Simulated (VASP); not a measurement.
Here is the system:

```xyz
3
Lattice="1.5850 -2.7454 0.0000 1.5850 2.7454 0.0000 0.0000 0.0000 3.5526" Properties=species:S:1:pos:R:3 pbc="T T T"
Zr     0.0000     0.0000     0.0000
B      1.5850     0.9151     1.7763
B      1.5850    -0.9151     1.7763
```

Calculation: PW91 GGA, VASP's PBE PAW potentials (set 64) (plane waves; VASP). Run with 520 eV cut-off, 12×12×10 Γ-centred mesh, tetrahedra with Blöchl corrections, potentials Zr_sv B.

The cores are frozen, which limits the accuracy of field gradients.

Problem. Give the principal components of the electric field gradient (V/Å²) and the asymmetry η at each nucleus.

Solution. 
```
atom    Vxx    Vyy   Vzz     η
----  -----  -----  ----  ----
Zr1   -21.2  -21.2  42.5  0.00
B2     -1.1   -1.1   2.2  0.00
B3     -1.1   -1.1   2.2  0.00
```

The compound is ZrB2 in the AlB2 type structure. It was relaxed first.
